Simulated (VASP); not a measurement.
Given:

```
CELL_PARAMETERS angstrom
      2.26640    -3.92552     0.00000
      2.26640     3.92552     0.00000
      0.00000     0.00000     7.02546
ATOMIC_POSITIONS crystal
  Pb 0.00000 0.00000 0.00000
  I  0.33333 0.66667 0.26903
  I  0.66667 0.33333 0.73097
```

These are vdW-DF-cx, VASP's PBE PAW potentials (set 64) (plane waves; VASP) values and carry that method's errors. Numerical set-up: 520 eV cut-off, Gaussian smearing of 0.050 eV, potentials Pb_d I.

Unless said otherwise, spin-orbit coupling is left out, though it shifts the bands of the heavy elements here.

**Question.** Give the energies of bands 8 to 17 at the high-symmetry points, in eV from the valence-band maximum.

**Answer.** 
```tsv
band	Γ	M	K	A	L	H
8	-7.07	-7.50	-7.59	-6.86	-7.53	-7.57
9	-1.22	-2.99	-2.54	-2.03	-3.44	-3.03
10	-1.00	-2.49	-2.54	-1.15	-1.85	-3.03
11	-1.00	-2.08	-2.37	-1.15	-1.80	-2.73
12	-0.93	-1.70	-1.71	-0.74	-1.43	-0.82
13	-0.93	-0.79	-1.71	-0.74	-1.18	-0.82
14	-0.80	-0.42	-0.83	0.00	-0.76	-0.18
15	2.44	2.74	4.11	2.17	3.06	3.16
16	3.28	3.54	4.11	3.10	3.59	3.16
17	3.28	4.53	4.49	3.10	4.00	4.02
```

The gap is direct, 2.17 eV, from the valence maximum at A to the conduction minimum at A.

Measured: gap 2.40 eV (computed value off by -0.23 eV), as given by Wikipedia, List of semiconductor materials.

The compound is PbI2 in the 1T layered structure. It was relaxed first.
